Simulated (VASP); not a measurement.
Method: r2SCAN+rVV10, VASP's PBE PAW potentials (set 64) (plane waves; VASP).

Input for VASP

**KPOINTS**
```
kpoints
0
G
8 8 8
0 0 0
```

INCAR:
```
ALGO  =  Normal
BPARAM  =  11.95
CPARAM  =  0.0093
EDIFF  =  1E-7
ENCUT  =  520
ISIF  =  2
ISMEAR  =  1
LASPH  =  T
LCHARG  =  F
LMAXMIX  =  6
LMIXTAU  =  T
LREAL  =  F
LUSE_VDW  =  T
LWAVE  =  F
METAGGA  =  R2SCAN
NELM  =  100
PREC  =  Accurate
SIGMA  =  0.1
SYSTEM  =  Pt3Ti
```

**POSCAR**
```
Pt3Ti
7.6726250
  0.4999999851   0.0000000000   0.0000000000
  0.0000000000   0.4999999851   0.0000000000
  0.0000000000   0.0000000000   0.4999999851
Ti Pt
1 3
Direct
  0.0000000000   0.0000000000   0.0000000000
  0.0000000000   0.5000000000   0.5000000000
  0.5000000000   0.0000000000   0.5000000000
  0.5000000000   0.5000000000   0.0000000000
```

POTCAR, in this order: Ti_sv Pt (PBE.64 set). Program: vasp_std.

The resulting files:

**OSZICAR**
```
       N       E                     dE             d eps       ncg     rms          rms(c)
DAV:   1     0.255805350935E+03    0.25581E+03   -0.21830E+04  1750   0.188E+03
DAV:   2    -0.150275348511E+03   -0.40608E+03   -0.39852E+03  1920   0.475E+02
DAV:   3    -0.183682403541E+03   -0.33407E+02   -0.32378E+02  2495   0.118E+02
DAV:   4    -0.184825092419E+03   -0.11427E+01   -0.11374E+01  2161   0.225E+01
DAV:   5    -0.184862795364E+03   -0.37703E-01   -0.37664E-01  2538   0.387E+00    0.272E+01
DAV:   6    -0.170419942870E+03    0.14443E+02   -0.19102E+01  2327   0.447E+01    0.109E+01
DAV:   7    -0.170580428687E+03   -0.16049E+00   -0.12952E+01  2334   0.252E+01    0.951E+00
DAV:   8    -0.169962226219E+03    0.61820E+00   -0.32940E+00  2448   0.112E+01    0.362E+00
DAV:   9    -0.170145532814E+03   -0.18331E+00   -0.14437E+00  2380   0.895E+00    0.220E+00
DAV:  10    -0.170208148023E+03   -0.62615E-01   -0.92015E-01  2223   0.821E+00    0.544E-01
DAV:  11    -0.170218972503E+03   -0.10824E-01   -0.76014E-02  2536   0.174E+00    0.410E-01
DAV:  12    -0.170218985900E+03   -0.13398E-04   -0.15875E-03  2106   0.298E-01    0.362E-01
DAV:  13    -0.170213060900E+03    0.59250E-02   -0.11419E-02  1916   0.641E-01    0.285E-01
DAV:  14    -0.170218778064E+03   -0.57172E-02   -0.91012E-03  2166   0.629E-01    0.725E-02
DAV:  15    -0.170218601415E+03    0.17665E-03   -0.42200E-04  2068   0.142E-01    0.704E-02
DAV:  16    -0.170218896192E+03   -0.29478E-03   -0.25824E-04  2079   0.124E-01    0.520E-02
DAV:  17    -0.170218912132E+03   -0.15941E-04   -0.18957E-04  1792   0.101E-01    0.331E-02
DAV:  18    -0.170218924468E+03   -0.12335E-04   -0.70774E-06  2298   0.198E-02    0.302E-02
DAV:  19    -0.170218920356E+03    0.41115E-05   -0.86592E-06  2452   0.227E-02    0.223E-02
DAV:  20    -0.170218954824E+03   -0.34468E-04   -0.44381E-05  2002   0.414E-02    0.110E-02
DAV:  21    -0.170218955897E+03   -0.10730E-05   -0.52191E-06  2089   0.217E-02    0.870E-03
DAV:  22    -0.170218955637E+03    0.26008E-06   -0.53783E-07  1986   0.541E-03    0.726E-03
DAV:  23    -0.170218955662E+03   -0.24293E-07   -0.27020E-06  2256   0.112E-02    0.255E-03
DAV:  24    -0.170218955650E+03    0.11362E-07   -0.26657E-07  1563   0.492E-03
   1 F= -.17021896E+03 E0= -.17021894E+03  d E =-.463797E-04
```

### OUTCAR
```
------------------------ aborting loop because EDIFF is reached ----------------------------------------
  FORCE on cell =-STRESS in cart. coord.  units (eV):
  Direction    XX          YY          ZZ          XY          YZ          ZX
  --------------------------------------------------------------------------------------
  Total        6.7173209      6.7173209      6.7173209      0.0000000      0.0000000     -0.0000000
  in kB      190.6183841    190.6183841    190.6183841      0.0000000      0.0000000     -0.0000000
  external PRESSURE =     190.6183841 kB  Pullay stress =       0.0000000 kB
  volume of cell :       56.46
      direct lattice vectors                 reciprocal lattice vectors
     3.836312386  0.000000000  0.000000000     0.260666989  0.000000000  0.000000000
     0.000000000  3.836312386  0.000000000     0.000000000  0.260666989  0.000000000
     0.000000000  0.000000000  3.836312386     0.000000000  0.000000000  0.260666989
 POSITION                                       TOTAL-FORCE (eV/Angst)
 -----------------------------------------------------------------------------------
      0.00000      0.00000      0.00000         0.000000      0.000000      0.000000
      0.00000      1.91816      1.91816         0.000000      0.000000      0.000000
      1.91816      0.00000      1.91816         0.000000      0.000000      0.000000
      1.91816      1.91816      0.00000         0.000000      0.000000      0.000000
 -----------------------------------------------------------------------------------
    total drift:                                0.000000      0.000000     -0.000000
  FREE ENERGIE OF THE ION-ELECTRON SYSTEM (eV)
  ---------------------------------------------------
  free  energy   TOTEN  =      -170.2189556502 eV

  energy  without entropy=     -170.2189092706  energy(sigma->0) =     -170.21894019
```
(Selected blocks of OUTCAR.)

The compound is Pt3Ti in the L1_2 structure. This cell is one point of a volume scan, at 0.94 of the reference volume.
